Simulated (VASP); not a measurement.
Set up this calculation in VASP 6.6.1, as the native input.

```yaml
Task: relaxation of cell and atoms
Functional: r2SCAN
Potentials_or_basis: VASP PAW PBE potentials, release 64 (Co, O)
Cutoff: 600 eV
k_mesh: 12 × 12 × 12
Occupations: gaussian, width 0.03 eV
Spin: collinear spin, ferromagnetic start
Starting_moments: "[3.0, 0.0] μB"
Further_INCAR_settings: ALGO = Normal; EDIFF = 1e-06; AMIX = 0.2; BMIX = 0.0001; IBRION = 2; EDIFFG = -0.01; NSW = 90; ISIF = 3
```

The structure of CoO lies in POSCAR:

```
CoO
1.0
    0.0000000000      2.1315000000      2.1315000000
    2.1315000000      0.0000000000      2.1315000000
    2.1315000000      2.1315000000      0.0000000000
Co O
1 1
Direct
    0.0000000000      0.0000000000      0.0000000000
    0.5000000000      0.5000000000      0.5000000000
```

These files were run (other wordings do the same):

INCAR

```
ALGO     = Normal         # electronic algorithm
AMIX     = 0.2          
AMIX_MAG = 0.8          
BMIX     = 1E-4         
BMIX_MAG = 1E-4         
EDIFF    = 1E-6           # SCF threshold, eV
EDIFFG   = -0.01          # ionic threshold
ENCUT    = 600            # plane-wave cutoff, eV
IBRION   = 2              # ionic algorithm
ISIF     = 3              # what is computed and relaxed
ISMEAR   = 0              # smearing method
ISPIN    = 2              # spin polarisation
LASPH    = T              # aspherical terms in the spheres
LCHARG   = F              # write CHGCAR
LMAXMIX  = 4              # l up to which the mixer works
LMIXTAU  = T            
LORBIT   = 11             # projections on sites
LREAL    = F              # projectors in reciprocal space
LWAVE    = F              # write WAVECAR
MAGMOM   = 3 0            # initial moments
METAGGA  = R2SCAN         # meta-GGA
NELM     = 150            # most SCF steps
NSW      = 90             # ionic steps
PREC     = Accurate       # precision mode
SIGMA    = 0.03           # smearing width, eV
```

KPOINTS

```
k-points
0
Gamma
  12 12 12
```

Potentials or basis: VASP PAW PBE potentials, release 64 (Co, O).

Run with:

```sh
$ cat potpaw_PBE.64/Co/POTCAR potpaw_PBE.64/O/POTCAR > POTCAR
$ mpirun -np 1 vasp_std > vasp.out
```

It gave:

```json
{
 "Relaxed volume": "9.31 Å³/atom",
 "Relaxed cell": "a = 2.975 Å, b = 2.975 Å, c = 2.975 Å, α = 60.00°, β = 60.00°, γ = 60.00°",
 "Space group after relaxing (to 0.05 Å)": "Fm-3m (No. 225)",
 "Energy gained by relaxing": "9.7 meV/atom",
 "Ionic steps": "3",
 "Pressure after relaxing": "0.0 GPa",
 "Band gap on the k mesh": "none (metal or under the smearing width)",
 "Net moment": "3.00 μB per cell",
 "Site moments": "Co +2.69; O +0.29 μB",
 "Valence electrons inside the program's atomic spheres": "Co 7.83; O 5.05"
}
```

Caveat: the PAW data sets were made with another functional, which shifts forces and pressure a little; a cell with one magnetic atom can't hold antiferromagnetic order, which such compounds often take; semilocal functionals often make such compounds metallic where correlation or magnetic order opens a gap, which also shifts bond lengths.

It took 4 min on 1 thread of AMD EPYC 9R45 96-Core Processor (Zen 5), on a shared host, peak memory 0.16 GiB.
